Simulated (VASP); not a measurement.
Crystal: Ga8Sb3P5.

```
CELL_PARAMETERS angstrom
-0.01140 5.70371 5.70371
5.69231 0.00000 5.69231
5.69231 5.69231 0.00000
ATOMIC_POSITIONS crystal
Ga 0.97348 0.00884 0.00884
Ga 0.98555 0.98511 0.51467
Ga 0.98555 0.51467 0.98511
Ga 0.98555 0.51467 0.51467
Ga 0.52034 0.99224 0.99224
Ga 0.52034 0.99224 0.49518
Ga 0.52034 0.49518 0.99224
Ga 0.50393 0.49869 0.49869
Sb 0.12593 0.12485 0.12485
Sb 0.12593 0.12485 0.62437
Sb 0.12593 0.62437 0.12485
P 0.12531 0.62490 0.62490
P 0.62141 0.12620 0.12620
P 0.62681 0.12295 0.62512
P 0.62681 0.62512 0.12295
P 0.62681 0.62512 0.62512
```

The cell was built by a generator and needn't be a form met in nature.

Base run:

```yaml
Program: VASP 6.6.1
Functional: r2SCAN
Potentials_or_basis: VASP PAW PBE potentials, release 64 (Ga_d, Sb, P)
Cutoff: 520 eV
k_mesh: 6 × 6 × 5
Occupations: gaussian, width 0.03 eV
Spin: no spin polarisation
```

Its results: pressure 0.6 GPa; largest force 0.039 eV/Å.

Question: The run is repeated on the same cell with these changes: functional from r2SCAN to PBEsol. What comes out?

Answer: Pressure 0.0 GPa; largest force 0.005 eV/Å.

Caveats: the PAW data sets were made with another functional, which shifts forces and pressure a little.
